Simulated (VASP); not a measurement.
Crystal: Nb2SnSe.

```
Nb Sn Se
1.0
     3.22800    0.00000    0.00000
     0.00000    3.22800    0.00000
     0.00000    0.00000    7.07300
Nb Sn Se
2 1 1
Cartesian
  0.0000 0.0000 5.1480
  0.0000 0.0000 1.9250
  1.6140 1.6140 0.0000
  1.6140 1.6140 3.5365
```

The cell was built by a generator and needn't be a form met in nature.

| Quantity | Value |
| --- | --- |
| Program | VASP 6.6.1 |
| Task | relaxation of cell and atoms |
| Functional | PBE |
| Potentials or basis | VASP PAW PBE potentials, release 64 (Nb_sv, Sn_d, Se) |
| Cutoff | 520 eV |
| k mesh | 10 × 10 × 6 |
| Occupations | gaussian, width 0.1 eV |
| Spin | no spin polarisation |

At the start: pressure 0.4 GPa; volume 18.43 Å³/atom.

**Question.** Where does the relaxation end?

**Answer.** Over 11 steps the energy falls by 6.2 meV/atom and the volume is 18.56 Å³/atom (+0.7 %); space group P4/mmm (No. 123, to 0.05 Å).

Step by step:
| step | energy change (eV) | largest force (eV/Å) | pressure (GPa) | volume (Å³) |
| --- | --- | --- | --- | --- |
| 1 | 0.0000 | 0.3077 | 0.43 | 73.70 |
| 2 | -0.0138 | 0.2253 | -0.46 | 74.23 |
| 3 | -0.0175 | 0.1341 | -1.23 | 74.72 |
| 4 | -0.0186 | 0.0209 | 0.88 | 73.70 |
| 5 | -0.0208 | 0.0516 | -0.09 | 74.15 |
| 6 | -0.0222 | 0.0593 | 0.10 | 74.06 |
| 7 | -0.0231 | 0.0716 | 0.43 | 73.90 |
| 8 | -0.0238 | 0.0763 | -0.02 | 74.16 |
| 9 | -0.0238 | 0.0773 | -0.16 | 74.24 |
| 10 | -0.0244 | 0.0559 | -0.13 | 74.24 |
| 11 | -0.0249 | 0.0071 | 0.00 | 74.25 |

Final structure:
```
Nb Sn Se
1.0
     3.24590    0.00000    0.00000
     0.00000    3.24590    0.00000
     0.00000    0.00000    7.04740
Nb Sn Se
2 1 1
Direct
  0.00000 0.00000 0.71885
  0.00000 0.00000 0.28115
  0.50000 0.50000 0.00000
  0.50000 0.50000 0.50000
```
